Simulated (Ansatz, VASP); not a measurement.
# Na2Al2O: VASP beside Ansatz

```xyz
5
Lattice="3.5211 0.0000 0.0000 0.0000 3.5211 0.0000 0.0000 0.0000 8.8182" Properties=species:S:1:pos:R:3 pbc="T T T"
Na    0.0000    0.0000    5.6227
Na    0.0000    0.0000    3.1955
Al    0.0000    1.7606    0.0000
Al    1.7606    0.0000    0.0000
O     1.7606    1.7606    4.4091
```

Alike in both runs: functional PBE; k mesh 6 × 6 × 2; occupations gaussian, width 0.1 eV; no spin polarisation.

Ansatz relaxed the structure, and its values are those at the end. VASP's run is a single point on that final structure, the one shown.

|  | VASP | Ansatz |
| --- | --- | --- |
| version | VASP 6.6.1 | Ansatz 0.2.0 |
| potentials or method | VASP PAW PBE potentials, release 64 (Na_pv, Al, O) | scalar-relativistic, plane waves, PAW |
| plane-wave cutoff (eV) | 520 | 420 |
| valence electrons in the cell | 26 | 30 |

```tsv
	VASP	Ansatz	Ansatz less VASP
gap on the k mesh at the Fermi level (eV)	none	none	-
pressure (GPa)	0.1	0.1	0.00
rms of the force components (eV/Å)	0.010	0.008	-0.0019
```

A gap of «none» marks a metal or a gap that the smearing closes. The functional is the same, so the differences come from potentials, cutoffs and numerics. The two sets of potentials don't hold the same shells in valence.
